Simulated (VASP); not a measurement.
Here is the system:

```yaml
crystal:
  lattice:
    - [0.00000, 2.96027, 2.96027]
    - [2.96027, 0.00000, 2.96027]
    - [2.96027, 2.96027, 0.00000]
  atoms:
    - { symbol: Cd, position: [0.00000, 0.00000, 0.00000] }
    - { symbol: S, position: [0.25000, 0.25000, 0.25000] }
```

These are r2SCAN+rVV10, VASP's PBE PAW potentials (set 64) (plane waves; VASP 6.6.1) values and carry that method's errors. Numerical set-up: 520 eV cut-off, 8×8×8 Γ-centred mesh, Gaussian smearing of 0.050 eV, potentials Cd S.

Problem. Estimate the energy per atom (σ→0), pressure, band gap (on the k-mesh) with the smallest direct gap where there is one.

Solution. 
```yaml
band gap (on the k-mesh): 1.43 eV
smallest direct gap (on the k-mesh): 1.43 eV
energy per atom (σ→0): -1404.4 kJ/mol-atom
pressure: -1.73 GPa
```

Total energies compare only between runs with the same potentials, cut-off and functional.

The compound is CdS in the zinc blende structure, a metastable form; wurtzite is the usual one. This cell is one point of a volume scan, at 1.03 of the reference volume.
